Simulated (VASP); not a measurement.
OSZICAR of a VASP run on TiB$_{2}$ (AlB2 type):

OSZICAR:
```
       N       E                     dE             d eps       ncg     rms          rms(c)
DAV:   1     0.122463973010E+03    0.12246E+03   -0.96139E+03  2964   0.160E+03
DAV:   2    -0.285765778369E+02   -0.15104E+03   -0.14734E+03  3004   0.405E+02
DAV:   3    -0.389498556804E+02   -0.10373E+02   -0.10182E+02  4490   0.987E+01
DAV:   4    -0.392900223640E+02   -0.34017E+00   -0.33923E+00  3755   0.166E+01
DAV:   5    -0.393030074187E+02   -0.12985E-01   -0.12984E-01  4420   0.283E+00    0.165E+01
DAV:   6    -0.308091846825E+02    0.84938E+01   -0.26805E+01  4178   0.712E+01    0.303E+00
DAV:   7    -0.308390264965E+02   -0.29842E-01   -0.17128E+00  3203   0.163E+01    0.262E+00
DAV:   8    -0.307332950128E+02    0.10573E+00   -0.95243E-01  3524   0.112E+01    0.174E+00
DAV:   9    -0.308183506593E+02   -0.85056E-01   -0.10214E+00  3537   0.129E+01    0.103E+00
DAV:  10    -0.309045975795E+02   -0.86247E-01   -0.17652E-01  3759   0.377E+00    0.264E-01
DAV:  11    -0.309045984433E+02   -0.86374E-06   -0.10609E-02  3193   0.120E+00    0.190E-01
DAV:  12    -0.309051354523E+02   -0.53701E-03   -0.11330E-03  3454   0.435E-01    0.514E-02
DAV:  13    -0.309063776823E+02   -0.12422E-02   -0.17131E-03  3084   0.478E-01    0.294E-02
DAV:  14    -0.309064084586E+02   -0.30776E-04   -0.17897E-04  3953   0.164E-01    0.121E-02
DAV:  15    -0.309063562052E+02    0.52253E-04   -0.16873E-05  3034   0.509E-02    0.131E-02
DAV:  16    -0.309064389548E+02   -0.82750E-04   -0.51999E-05  3597   0.829E-02    0.136E-02
DAV:  17    -0.309064419681E+02   -0.30133E-05   -0.47263E-06  3469   0.277E-02    0.523E-03
DAV:  18    -0.309064450349E+02   -0.30668E-05   -0.90353E-07  3444   0.154E-02    0.138E-03
DAV:  19    -0.309064443461E+02    0.68880E-06   -0.13459E-07  2200   0.516E-03    0.735E-04
DAV:  20    -0.309064444481E+02   -0.10204E-06   -0.26715E-08  1517   0.248E-03    0.571E-04
DAV:  21    -0.309064442828E+02    0.16534E-06   -0.51226E-08  1512   0.275E-03    0.192E-04
DAV:  22    -0.309064441943E+02    0.88441E-07   -0.78491E-09  1507   0.114E-03
   1 F= -.30906444E+02 E0= -.30906314E+02  d E =-.309064E+02
       N       E                     dE             d eps       ncg     rms          rms(c)
DAV:   1    -0.309097489593E+02   -0.33047E-02   -0.15507E-01  3189   0.649E+00    0.388E-01
DAV:   2    -0.309081825842E+02    0.15664E-02   -0.89028E-03  3008   0.946E-01    0.222E-01
DAV:   3    -0.309077235093E+02    0.45907E-03   -0.90508E-04  3639   0.455E-01    0.600E-02
DAV:   4    -0.309076302378E+02    0.93271E-04   -0.27095E-04  3129   0.186E-01    0.993E-03
DAV:   5    -0.309076393634E+02   -0.91256E-05   -0.74992E-05  3164   0.106E-01    0.662E-03
DAV:   6    -0.309076279144E+02    0.11449E-04   -0.23276E-05  2989   0.673E-02    0.182E-03
DAV:   7    -0.309076259141E+02    0.20003E-05   -0.21716E-06  3441   0.199E-02    0.147E-03
DAV:   8    -0.309076265891E+02   -0.67503E-06   -0.16171E-07  2545   0.563E-03    0.850E-04
DAV:   9    -0.309076261866E+02    0.40246E-06   -0.90376E-08  1747   0.375E-03    0.151E-04
DAV:  10    -0.309076271124E+02   -0.92572E-06   -0.60129E-08  1617   0.354E-03    0.104E-04
DAV:  11    -0.309076268187E+02    0.29366E-06   -0.74100E-09  1522   0.123E-03    0.292E-05
DAV:  12    -0.309076268754E+02   -0.56679E-07   -0.98543E-10  1517   0.419E-04
   2 F= -.30907627E+02 E0= -.30907483E+02  d E =-.118268E-02
```

Q: Which electronic solver shows in the log?

A: It is blocked Davidson (ALGO = Normal, or the opening steps of other solvers). The INCAR had ALGO = Normal.

Q: Can the final energy be trusted as converged?

A: Self-consistency was reached. It stopped with EDIFF = 1E-7, NELM = 100, NSW = 30 and EDIFFG = -0.01 after 2 ionic steps (r2SCAN meta-GGA, plane waves, VASP's PBE PAW potentials (set 64)).

The compound is TiB2 in the AlB2 type structure. This cell is one point of a volume scan, at 1.06 of the reference volume. Symmetry was kept, so distortions that lower it aren't found.
